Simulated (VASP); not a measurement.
## CuAu: phonons from a supercell

Aim: the phonon dispersion and thermal properties of CuAu. The start is a cell from a database of measured crystal structures.

Method: LDA; plane waves and PAW (Au, Cu), in VASP 6.6.1.

The database entry behind the starting cell is an old determination (1936), so it need not match the best structure at ambient conditions.

## (1) The starting structure

Symmetry: P4/mmm, No. 123, tetragonal system. Conventional cell: a = 2.811 Å, b = 2.811 Å, c = 3.685 Å, α = 90.00°, β = 90.00°, γ = 90.00°. Nearest to Au lie 8 Cu at 2.71 Å and 4 Au at 2.81 Å. Cu has 8 Au at 2.71 Å and 4 Cu at 2.81 Å nearest. Farther neighbours are not listed.

## (2) Relax the host

First cell and atoms are relaxed at a raised cutoff, so that later runs start from this functional's own cell.

The input, INCAR:

```
SYSTEM = CuAu
PREC = Accurate
ENCUT = 390
EDIFF = 1E-06
NELM = 120
ISMEAR = 1
SIGMA = 0.15
LREAL = .FALSE.
ALGO = Normal
GGA = CA
NBANDS = 17
LASPH = .TRUE.
LORBIT = 11
LWAVE = .FALSE.
LCHARG = .FALSE.
KPAR = 4
IBRION = 2
NSW = 40
ISIF = 3
EDIFFG = -0.02
POTIM = 0.4
```

The input, POSCAR:

```
CuAu
1.0
    2.8107494552      0.0000000000      0.0000000000
    0.0000000000      2.8107494552      0.0000000000
    0.0000000000      0.0000000000      3.6850000000
Au Cu
1 1
Direct
    0.0000000000      0.0000000000      0.0000000000
    0.5000000000      0.5000000000      0.5000000000
```

The input, KPOINTS:

```
Automatic mesh
0
Gamma
12 12 9
0 0 0
```

Potentials, in the order of the species: Au and Cu (LDA family, release 64).

On the command line:

```sh
> mpirun -np 4 vasp_std
```

What it wrote:

```text
[banner, memory and clock lines left out]
running    4 mpi-ranks, on    1 nodes
 distrk:  each k-point on    1 cores,    4 groups
 distr:  one band on    1 cores,    1 groups

 POSCAR found type information on POSCAR AuCu
 POSCAR found :  2 types and       2 ions
 LDA part: xc-table for (Slater(with rela. corr.)+CA(PZ))
 , standard interpolation
 POSCAR, INCAR and KPOINTS ok, starting setup
 FFT: planning ... GRIDC
 FFT: planning ... GRID_SOFT
 FFT: planning ... GRID
 WAVECAR not read
 entering main loop
       N       E                     dE             d eps       ncg     rms          rms(c)
DAV:   1     0.102142140773E+03    0.10214E+03   -0.92687E+03  5266   0.149E+03
DAV:   2    -0.708207636967E+01   -0.10922E+03   -0.10272E+03  4855   0.263E+02
DAV:   3    -0.103076441955E+02   -0.32256E+01   -0.31712E+01  5779   0.567E+01
DAV:   4    -0.103500089057E+02   -0.42365E-01   -0.42340E-01  5994   0.528E+00
DAV:   5    -0.103512098065E+02   -0.12009E-02   -0.12009E-02  6819   0.925E-01    0.119E+01
DAV:   6    -0.974887875431E+01    0.60233E+00   -0.82632E+00  5069   0.813E+01    0.564E+00
DAV:   7    -0.930079649437E+01    0.44808E+00   -0.30922E+00  5947   0.860E+01    0.595E+00
DAV:   8    -0.923113743683E+01    0.69659E-01   -0.23619E-01  6803   0.128E+01    0.282E+00
DAV:   9    -0.922335554038E+01    0.77819E-02   -0.13375E-02  7236   0.184E+00    0.188E-01
DAV:  10    -0.922275123454E+01    0.60431E-03   -0.38434E-03  5908   0.140E+00    0.723E-02
DAV:  11    -0.922271718070E+01    0.34054E-04   -0.14428E-04  7411   0.265E-01    0.233E-02
DAV:  12    -0.922271482499E+01    0.23557E-05   -0.13703E-05  7292   0.826E-02    0.442E-03
DAV:  13    -0.922271465873E+01    0.16627E-06   -0.51452E-07  2950   0.114E-02
   1 F= -.92227147E+01 E0= -.92220719E+01  d E =-.922271E+01
 curvature:   0.00 expect dE= 0.000E+00 dE for cont linesearch  0.000E+00
 trial: gam= 0.00000 g(F)=  0.000E+00 g(S)=  0.152E+00 ort = 0.000E+00 (trialstep = 0.100E+01)
 search vector abs. value=  0.152E+00
 bond charge predicted
       N       E                     dE             d eps       ncg     rms          rms(c)
DAV:   1    -0.125751196230E+02   -0.33524E+01   -0.43258E+01  5080   0.125E+02    0.156E+01
DAV:   2    -0.112951287443E+02    0.12800E+01   -0.30248E+01  4975   0.160E+02    0.865E+00
DAV:   3    -0.926208128441E+01    0.20330E+01   -0.69969E+00  6036   0.132E+02    0.281E+00
DAV:   4    -0.925611616639E+01    0.59651E-02   -0.34202E-01  5163   0.475E+00    0.185E+00
DAV:   5    -0.924046801630E+01    0.15648E-01   -0.71452E-02  7050   0.891E+00    0.574E-01
DAV:   6    -0.923690468174E+01    0.35633E-02   -0.30329E-02  6089   0.639E+00    0.205E-01
DAV:   7    -0.923653185386E+01    0.37283E-03   -0.46661E-03  5584   0.240E+00    0.123E-01
DAV:   8    -0.923642905211E+01    0.10280E-03   -0.57538E-04  6815   0.817E-01    0.611E-03
DAV:   9    -0.923643236154E+01   -0.33094E-05   -0.23482E-05  7385   0.722E-02    0.139E-02
DAV:  10    -0.923643079949E+01    0.15620E-05   -0.19014E-06  2861   0.500E-02    0.813E-03
DAV:  11    -0.923643023133E+01    0.56816E-06   -0.19258E-06  3104   0.506E-02
   2 F= -.92364302E+01 E0= -.92359268E+01  d E =-.137156E-01
[... from here on, the cycles between the ionic steps are left out ...]
   3 F= -.92664347E+01 E0= -.92657124E+01  d E =-.437200E-01
   4 F= -.92664348E+01 E0= -.92657151E+01  d E =-.437201E-01
   5 F= -.92667248E+01 E0= -.92659930E+01  d E =-.290059E-03
   6 F= -.92676703E+01 E0= -.92670155E+01  d E =-.123549E-02
   7 F= -.92692531E+01 E0= -.92687959E+01  d E =-.281827E-02
   8 F= -.92693971E+01 E0= -.92688443E+01  d E =-.296230E-02
   9 F= -.92696836E+01 E0= -.92692944E+01  d E =-.324881E-02
 curvature:  -5.82 expect dE=-0.368E-03 dE for cont linesearch -0.110E-04
 ZBRENT: interpolating
 opt :  15.0468  next Energy=    -9.269698 (dE=-0.326E-02)
 bond charge predicted
       N       E                     dE             d eps       ncg     rms          rms(c)
DAV:   1    -0.927047282718E+01   -0.78912E-03   -0.38875E-02  5438   0.167E+00    0.179E-01
DAV:   2    -0.926995604030E+01    0.51679E-03   -0.55640E-04  6602   0.520E-01    0.104E-01
DAV:   3    -0.926976614908E+01    0.18989E-03   -0.48756E-04  6383   0.743E-01    0.680E-02
DAV:   4    -0.926970335778E+01    0.62791E-04   -0.25932E-04  6017   0.550E-01    0.140E-02
DAV:   5    -0.926970338085E+01   -0.23069E-07   -0.96087E-06  6954   0.485E-02
  10 F= -.92697034E+01 E0= -.92693290E+01  d E =-.326861E-02
 curvature:  -7.40 expect dE=-0.328E-03 dE for cont linesearch -0.250E-05
 trial: gam= 0.10063 g(F)=  0.312E-61 g(S)=  0.444E-04 ort =-0.103E-04 (trialstep = 0.374E+01)
 search vector abs. value=  0.455E-04
 reached required accuracy - stopping structural energy minimisation
```

The job ended after 26 s (4 MPI ranks of Intel Xeon 6975P-C (Granite Rapids), shared host; peak memory 0.67 GiB; 99 s of CPU time).

The logs omit lines about the potential files and the build; timing stands in the text.

OUTCAR, selected parts (step 2):

```text
ion  position               nearest neighbor table
   1  0.000  0.000  0.000-   2 2.71   2 2.71   2 2.71   2 2.71   2 2.71   2 2.71   2 2.71   2 2.71

  LATTYP: Found a simple tetragonal cell.
 ALAT       =     2.8107494552
 C/A-ratio  =     1.3110382333

 Subroutine GETGRP returns: Found 16 space group operations
 (whereof 16 operations were pure point group operations)

The static configuration has the point symmetry D_4h.

 Found    140 irreducible k-points:

   k-points           NKPTS =    140   k-points in BZ     NKDIM =    140   number of bands    NBANDS=     17

   dimension x,y,z NGX =    18 NGY =   18 NGZ =   24
   dimension x,y,z NGXF=    36 NGYF=   36 NGZF=   48

   ENCUT  =  390.0 eV  28.66 Ry    5.35 a.u.   4.53  4.53  5.93*2*pi/ulx,y,z

   NELECT =      22.0000    total number of electrons

 k-points in reciprocal lattice and weights: Automatic mesh
   0.00000000  0.00000000  0.00000000       0.001
   0.08333333  0.00000000  0.00000000       0.003
   0.16666667  0.00000000  0.00000000       0.003
   0.25000000  0.00000000  0.00000000       0.003
   0.33333333  0.00000000  0.00000000       0.003
   0.41666667  0.00000000  0.00000000       0.003
   0.50000000  0.00000000  0.00000000       0.002
   0.08333333  0.08333333  0.00000000       0.003
   0.16666667  0.08333333  0.00000000       0.006
[...]
0.50000000  0.41666667  0.44444444       0.006
   0.50000000  0.50000000  0.44444444       0.002

 average (electrostatic) potential at core
       1 -64.7611       2 -62.5119

 E-fermi :   9.2649

 k-point     1 :       0.0000    0.0000    0.0000
  band No.  band energies     occupation
    ...
      7       6.3953      2.00000
      8       7.1235      2.00000
      9       7.5572      2.00000
     10       7.7912      2.00000
     11       7.7912      2.00000
     12      12.0684     -0.00000
     13      18.7745      0.00000
     14      18.8961      0.00000
     15      18.8961      0.00000
     16      26.2212      0.00000
    ...

 k-point     2 :       0.0833    0.0000    0.0000
  band No.  band energies     occupation
    ...
      7       6.4194      2.00000
      8       7.1083      2.00000
      9       7.4692      2.00000
     10       7.5469      2.00000
     11       7.7506      2.00000
     12      12.5259      0.00000
     13      17.5804      0.00000
     14      19.1134      0.00000
     15      19.1902      0.00000
     16      25.9789      0.00000
    ...

 k-point     3 :       0.1667    0.0000    0.0000
  band No.  band energies     occupation
    ...
      7       6.4620      2.00000
      8       7.0608      2.00000
      9       7.0910      2.00000
     10       7.2573      2.00000
     11       7.6322      2.00000
     12      13.6479      0.00000
     13      15.5632      0.00000
     14      19.1324      0.00000
     15      20.0188      0.00000
     16      25.2738      0.00000
    ...

  Total        0.0256435      0.0256435      0.0313787      0.0000000      0.0000000     -0.0000000
  in kB        1.4892865      1.4892865      1.8223679      0.0000000      0.0000000     -0.0000000
  external PRESSURE =       1.6003136 kB  Pullay stress =       0.0000000 kB

  energy-cutoff  :      390.00
  volume of cell :       27.59
      direct lattice vectors                 reciprocal lattice vectors
     2.805139209  0.000000000 -0.000000000     0.356488547 -0.000000000 -0.000000000
     0.000000000  2.805139209 -0.000000000    -0.000000000  0.356488547 -0.000000000
     0.000000000  0.000000000  3.505914378     0.000000000  0.000000000  0.285232294

 POSITION                                       TOTAL-FORCE (eV/Angst)
 -----------------------------------------------------------------------------------
      0.00000      0.00000     -0.00000         0.000000      0.000000      0.000000
      1.40257      1.40257      1.75296        -0.000000     -0.000000      0.000000
 -----------------------------------------------------------------------------------
    total drift:                                0.000000     -0.000000     -0.000000

  FREE ENERGIE OF THE ION-ELECTRON SYSTEM (eV)
  ---------------------------------------------------
  free  energy   TOTEN  =        -9.2697033809 eV

  energy  without entropy=       -9.2685803881  energy(sigma->0) =       -9.26932905

 reached required accuracy - stopping structural energy minimisation

 total charge
# of ion       s       p       d       tot
------------------------------------------
    1        0.628   0.459   8.707   9.793
    2        0.404   0.363   9.232  10.000
--------------------------------------------------
tot          1.032   0.822  17.939  19.793

[... 3 further parts left out ...]
```

The run keeps the 16 symmetry operations of its start, so it cannot find a distortion of lower symmetry.

Relaxation path:

```tsv
step	energy less that of the first step (eV)	largest force (eV/Å)	pressure (GPa)	volume (Å³)
1	0.0000	0.0000	-8.90	29.11
2	-0.0137	0.0000	8.92	26.47
3	-0.0437	0.0000	-0.20	27.62
4	-0.0437	0.0000	0.09	27.59
5	-0.0440	0.0000	0.20	27.59
6	-0.0450	0.0000	0.33	27.59
7	-0.0465	0.0000	0.06	27.59
8	-0.0467	0.0000	0.13	27.58
9	-0.0470	0.0000	0.19	27.59
10	-0.0470	0.0000	0.16	27.59
```

```tsv
conventional cell, symmetrised	before	after	change
a (Å)	2.811	2.805	-0.2 %
b (Å)	2.811	2.805	-0.2 %
c (Å)	3.685	3.506	-4.9 %
volume (Å³/atom)	14.56	13.79	-5.2 %
```

Final coordinates:

```cif
data_structure
_symmetry_space_group_name_H-M 'P 1'
_symmetry_Int_Tables_number 1
_cell_length_a 2.8051
_cell_length_b 2.8051
_cell_length_c 3.5059
_cell_angle_alpha 90.000
_cell_angle_beta 90.000
_cell_angle_gamma 90.000
_cell_volume 27.59
loop_
_atom_site_label
_atom_site_type_symbol
_atom_site_fract_x
_atom_site_fract_y
_atom_site_fract_z
_atom_site_occupancy
Au1 Au 0.00000 0.00000 0.00000 1
Cu2 Cu 0.50000 0.50000 0.50000 1
```

Numbers from this step:

| Item | Value |
| --- | --- |
| electronic cycles | 78 |
| electrons | 22 |
| free energy (TOTEN) | -9.270 eV |
| energy at zero smearing | -9.269 eV |
| Fermi energy | 9.265 eV |
| pressure | 0.1600 GPa |
| labelled metallic, from the levels on this mesh | yes |

The run ended after 10 ionic steps, 0.047 eV below its first step, once forces and stress met EDIFFG = -0.02.

An edge changed by 5 % against the database cell.

## (3) Relax the host again, on a new basis

The volume changed by more than 5 %, so the plane waves of the start no longer fit; a second relaxation removes that error.

INCAR, as its differences from that of step 2:

```diff
@@ -17,3 +17,3 @@
 IBRION = 2
-NSW = 40
+NSW = 30
 ISIF = 3
```

The input, POSCAR:

```
CuAu
1.0
    2.8051392089      0.0000000000      0.0000000000
    0.0000000000      2.8051392089      0.0000000000
    0.0000000000      0.0000000000      3.5059143778
Au Cu
1 1
Direct
    0.0000000000      0.0000000000      0.0000000000
    0.5000000000      0.5000000000      0.5000000000
```

KPOINTS is that of step 2.

On the command line:

```sh
> mpirun -np 4 vasp_std
```

What it wrote:

```text
[... set-up lines as in an earlier step ...]
 entering main loop
       N       E                     dE             d eps       ncg     rms          rms(c)
DAV:   1     0.101548396629E+03    0.10155E+03   -0.92281E+03  5313   0.148E+03
DAV:   2    -0.721843796691E+01   -0.10877E+03   -0.10262E+03  4829   0.264E+02
DAV:   3    -0.103685391387E+02   -0.31501E+01   -0.31173E+01  5852   0.560E+01
DAV:   4    -0.104085869046E+02   -0.40048E-01   -0.40029E-01  5963   0.515E+00
DAV:   5    -0.104097237424E+02   -0.11368E-02   -0.11368E-02  6764   0.893E-01    0.132E+01
DAV:   6    -0.979504543680E+01    0.61468E+00   -0.80716E+00  5043   0.831E+01    0.581E+00
DAV:   7    -0.935961784606E+01    0.43543E+00   -0.32548E+00  5833   0.887E+01    0.654E+00
DAV:   8    -0.927642060228E+01    0.83197E-01   -0.26618E-01  6559   0.140E+01    0.306E+00
DAV:   9    -0.926628348869E+01    0.10137E-01   -0.25756E-02  7232   0.367E+00    0.182E-01
DAV:  10    -0.926575740185E+01    0.52609E-03   -0.42732E-03  6101   0.847E-01    0.100E-01
DAV:  11    -0.926572981253E+01    0.27589E-04   -0.11316E-04  6083   0.115E-01    0.313E-02
DAV:  12    -0.926572587585E+01    0.39367E-05   -0.12039E-05  7223   0.106E-01    0.237E-03
DAV:  13    -0.926572586731E+01    0.85392E-08   -0.26792E-07  2905   0.112E-02
   1 F= -.92657259E+01 E0= -.92653517E+01  d E =-.926573E+01
 curvature:   0.00 expect dE= 0.000E+00 dE for cont linesearch  0.000E+00
 trial: gam= 0.00000 g(F)=  0.000E+00 g(S)=  0.529E-06 ort = 0.000E+00 (trialstep = 0.100E+01)
 search vector abs. value=  0.529E-06
 reached required accuracy - stopping structural energy minimisation
```

The job ended after 4.8 s (4 MPI ranks; peak memory 0.59 GiB; 17 s of CPU time).

OUTCAR, selected parts (step 3):

```text
  LATTYP: Found a simple tetragonal cell.
 ALAT       =     2.8051392089
 C/A-ratio  =     1.2498183216

The static configuration has the point symmetry D_4h.

 Found    140 irreducible k-points:

   ENCUT  =  390.0 eV  28.66 Ry    5.35 a.u.   4.52  4.52  5.65*2*pi/ulx,y,z

   NELECT =      22.0000    total number of electrons

 E-fermi :   9.2653

 k-point     1 :       0.0000    0.0000    0.0000
  band No.  band energies     occupation
    ...
      7       6.3963      2.00000
      8       7.1246      2.00000
      9       7.5582      2.00000
     10       7.7920      2.00000
     11       7.7920      2.00000
     12      12.0682     -0.00000
     13      18.7743      0.00000
     14      18.8959      0.00000
     15      18.8959      0.00000
     16      26.2215      0.00000
    ...

 k-point     2 :       0.0833    0.0000    0.0000
  band No.  band energies     occupation
    ...
      7       6.4205      2.00000
      8       7.1094      2.00000
      9       7.4702      2.00000
     10       7.5477      2.00000
     11       7.7514      2.00000
     12      12.5258      0.00000
     13      17.5802      0.00000
     14      19.1133      0.00000
     15      19.1900      0.00000
     16      25.9790      0.00000
    ...

  Total        0.0035706      0.0035706     -0.0013787      0.0000000      0.0000000     -0.0000000
  in kB        0.2073677      0.2073677     -0.0800681      0.0000000      0.0000000     -0.0000000
  external PRESSURE =       0.1115557 kB  Pullay stress =       0.0000000 kB

  energy-cutoff  :      390.00
  volume of cell :       27.59
      direct lattice vectors                 reciprocal lattice vectors
     2.805139209  0.000000000  0.000000000     0.356488547  0.000000000  0.000000000
     0.000000000  2.805139209  0.000000000     0.000000000  0.356488547  0.000000000
     0.000000000  0.000000000  3.505914378     0.000000000  0.000000000  0.285232294

 POSITION                                       TOTAL-FORCE (eV/Angst)
 -----------------------------------------------------------------------------------
      0.00000      0.00000      0.00000         0.000000      0.000000      0.000000
      1.40257      1.40257      1.75296         0.000000      0.000000      0.000000
 -----------------------------------------------------------------------------------
    total drift:                                0.000000     -0.000000     -0.000000

  FREE ENERGIE OF THE ION-ELECTRON SYSTEM (eV)
  ---------------------------------------------------
  free  energy   TOTEN  =        -9.2657258673 eV

  energy  without entropy=       -9.2646033552  energy(sigma->0) =       -9.26535170

 total charge
# of ion       s       p       d       tot
------------------------------------------
    1        0.628   0.459   8.707   9.794
    2        0.404   0.363   9.231   9.999
--------------------------------------------------
tot          1.032   0.822  17.938  19.793

[... 5 parts as in an earlier step ...]

[... 6 further parts left out ...]
```

Little changed from the start: no atom moved by 0.005 Å and no cell edge by 0.1 %.

Numbers from this step:

```yaml
electronic_cycles: 13
free_energy_toten: -9.266 eV
energy_at_zero_smearing: -9.265 eV
pressure: 0.01116 GPa
```

The start already met the threshold, so nothing moved.

[end of part 1 of 3]

[Lines on the potential files, build, host, timing and source positions are cut from VASP's logs without a mark.]

[Logs are printed without paths, hosts, clocks, repeated set-up lines and the standing remarks that a program may print on its own settings, such as how far it seeks lower states.]

[Hosts, paths, dates, database ids (printed as entryN), source tags and the programs' standing remarks are cut or masked in the printed files.]

[Runs that stopped without an error message from VASP are left out.]
